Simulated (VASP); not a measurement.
Input:

```yaml
crystal:
  lattice:
    - [-1.65194, 1.65194, 1.65194]
    - [1.65194, -1.65194, 1.65194]
    - [1.65194, 1.65194, -1.65194]
  atoms:
    - { symbol: Nb, position: [0.00000, 0.00000, 0.00000] }
```

Computed with optB88-vdW, VASP's PBE PAW potentials (set 64) (plane waves; VASP). Settings: 520 eV cut-off, Gaussian smearing of 0.050 eV, potentials Nb_sv.

Give the energies of bands 5 to 9 at the high-symmetry points, in eV from the Fermi level.

```json
[
 {"band": "5", "Γ": "-5.84", "H": "-3.68", "N": "-3.68", "P": "-1.07"},
 {"band": "6", "Γ": "0.33", "H": "-3.68", "N": "-1.67", "P": "-1.07"},
 {"band": "7", "Γ": "0.33", "H": "5.53", "N": "2.40", "P": "-1.07"},
 {"band": "8", "Γ": "0.33", "H": "5.53", "N": "3.26", "P": "4.06"},
 {"band": "9", "Γ": "3.24", "H": "5.53", "N": "3.93", "P": "4.06"}
]
```

It has no gap at this level: it comes out as a metal or semimetal.

The compound is Nb in the bcc structure. It was relaxed first.
